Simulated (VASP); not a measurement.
A VASP calculation is set up with these files.

POSCAR:
```
CsH
1
    3.7242038107     0.0000000000     0.0000000000
    0.0000000000     3.7242038107     0.0000000000
    0.0000000000     0.0000000000     3.7242038107
Cs H
1 1
Direct
  0.0000000000   0.0000000000   0.0000000000
  0.5000000000   0.5000000000   0.5000000000
```

File KPOINTS:
```
Automatic
0
Gamma
  8 8 8
0 0 0
```

INCAR:
```
SYSTEM = CsH
PREC = Accurate
ENCUT = 400
EDIFF = 1E-7
NELM = 100
ALGO = Normal
LREAL = .FALSE.
LASPH = .TRUE.
ISMEAR = -5
GGA = PS
LMAXMIX = 4
LWAVE = .FALSE.
LCHARG = .TRUE.
LORBIT = 11
NEDOS = 601
ISIF = 2
```

POTCAR, in this order: Cs_sv H (PBE.64 set). Program: vasp_std.

**Question.** Translate this PBEsol calculation to Ansatz.

**Answer.** One equivalent input (not run):
Ansatz 0.2 input:
```yaml
crystal:
  lattice:
    - [3.7242038, 0.0000000, 0.0000000]
    - [0.0000000, 3.7242038, 0.0000000]
    - [0.0000000, 0.0000000, 3.7242038]
  atoms:
    - { symbol: Cs, position: [0.0000000, 0.0000000, 0.0000000] }
    - { symbol: H, position: [0.5000000, 0.5000000, 0.5000000] }
kpoints:
  mp_grid: { grid: [8, 8, 8] }
hamiltonian:
  xc: pbesol
  pseudopotentials: { kind: paw }
scf:
  occupations: { method: tetrahedron }
  max_iter: 100
output: { forces: true, stress: true, eigenvalues: true }
```
The two are equivalent in intent, not identical: each code has its own PAW files, so the cut-off isn't converted (ENCUT is set for VASP's; basis.ecutwfc is left out, and Ansatz then takes the one that its files recommend); Ansatz stops its SCF on the density residual and VASP on the energy change (EDIFF).

The structure comes from a computed database's CsH entry (Pm-3m); how it stands against other phases isn't given here. It was relaxed first, which changed the volume by -7 %.
